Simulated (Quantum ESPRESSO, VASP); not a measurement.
## One structure in several programs: BaMg₂Sb₂ (P1, 5 atoms in the cell)

Self-consistent single point, at a second geometry (atoms moved at random). First geometry:

```
Ba(MgSb)2
1.0
    4.79854     0.00000     0.00000
   -2.39927     4.15566     0.00000
    0.00000     0.00000     8.20590
Ba Mg Sb
1 2 2
Direct
  0.00000   0.00000   0.00000
  0.66667   0.33333   0.37666
  0.33333   0.66667   0.62334
  0.66667   0.33333   0.73051
  0.33333   0.66667   0.26949
```

Second geometry:
```
Ba(MgSb)2
1.0
    4.79854     0.00000     0.00000
   -2.39927     4.15566     0.00000
    0.00000     0.00000     8.20590
Ba Mg Sb
1 2 2
Direct
  0.98330   0.00052   0.00625
  0.68328   0.33460   0.37868
  0.32502   0.67894   0.62020
  0.67618   0.33818   0.72475
  0.33221   0.64775   0.27012
```

Shared settings, as Quantum ESPRESSO writes them: occupations = fixed; K_POINTS = automatic 6 6 3 0 0 0. Potentials and cutoffs stand in the table.

```
code                                                            model  ΔF from the first geometry (meV/atom)  pressure (GPa)  largest force (eV/Å)  gap on the mesh (eV)  cutoff
----------------  ---------------------------------------------------  -------------------------------------  --------------  --------------------  --------------------  ------
Quantum ESPRESSO  LDA (PZ), GBRV 1.5 ultrasoft (LDA) pseudopotentials                                   12.9           -2.15                 0.465                 0.705   40 Ry
VASP                     LDA (PZ), VASP's LDA PAW potentials (set 64)                                   13.0           -2.02                 0.461                 0.653  300 eV
```

Size of the force on each atom (eV/Å): Sizes of forces hide their directions.

| code | Ba1 | Mg2 | Mg3 | Sb4 | Sb5 |
|---|---|---|---|---|---|
| Quantum ESPRESSO | 0.300 | 0.273 | 0.355 | 0.465 | 0.331 |
| VASP | 0.308 | 0.281 | 0.363 | 0.461 | 0.328 |

Gaps are read on the mesh.

On Quantum ESPRESSO's run: spin-orbit coupling is off.

The spread over the programs that give each value: ΔF from the first geometry within 0.1 meV/atom; pressure within 0.13 GPa; largest force within 0.004 eV/Å; gap on the mesh within 0.052 eV.

VASP's run is marked for a possible Pulay error in its stress at this cutoff; no cutoff test was made.

VASP ran the fixed occupations as a Gaussian smearing of 0.01 eV.

The starting cell comes from a database of computed structures (which also holds hypothetical and non-ambient phases and stackings), without a prior relaxation at this level. For this run, on top of that: atoms moved at random.

Left out of this page: Ansatz and GPAW (not drawn, or without a comparable value); ABINIT (with a known weakness of the program); CP2K (unsound by tests on forces, stress, charge or solver warnings).
